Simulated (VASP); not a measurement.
Set up this calculation in VASP 6.6.1, as the native input.

```
Task                   : dielectric tensor
Functional             : LDA
Potentials or basis    : VASP PAW LDA potentials, release 64 (Ga_d, P)
Cutoff                 : 520 eV
k mesh                 : 12 × 12 × 12
Occupations            : gaussian, width 0.02 eV
Spin                   : no spin polarisation
Further INCAR settings : ALGO = Normal; EDIFF = 1e-08
```

The structure of GaP lies in POSCAR:

```
GaP
1.0
    0.0000000000      2.7252500000      2.7252500000
    2.6979975000      0.0000000000      2.7252500000
    2.6979975000      2.7252500000      0.0000000000
Ga P
1 1
Direct
    0.0000000000      0.0000000000      0.0000000000
    0.2500000000      0.2500000000      0.2500000000
```

The cell was built by a generator and needn't be a form met in nature.

The input as run:

INCAR

```
SYSTEM = GaP
  PREC = Accurate
  ENCUT = 520
  EDIFF = 1E-8
  ISMEAR = 0
  SIGMA = 0.02
  LREAL = .FALSE.
  LASPH = .TRUE.
  NELM = 80
  ALGO = Normal
  ISIF = 2
  LWAVE = .FALSE.
  LCHARG = .FALSE.
  GGA = CA
  LEPSILON = .TRUE.
```

KPOINTS

```
regular mesh
0
G
  12 12 12
  0 0 0
```

Potentials or basis: VASP PAW LDA potentials, release 64 (Ga_d, P).

The run is started by

```console
$ cat potpaw_LDA.64/Ga_d/POTCAR potpaw_LDA.64/P/POTCAR > POTCAR
$ mpirun -np 1 vasp_std > vasp.out
```

It gave:

The band gap on the k mesh is 1.33 eV, indirect (least direct gap 1.68 eV), the electronic dielectric tensor (diagonal) is 10.83, 10.92, 10.92 and the born charges (mean of the diagonal) is Ga +2.10; P -2.10 e.

Wall time 12 min on 1 thread of Intel(R) Xeon(R) 6975P-C (Granite Rapids), on a shared host, peak memory 0.65 GiB.
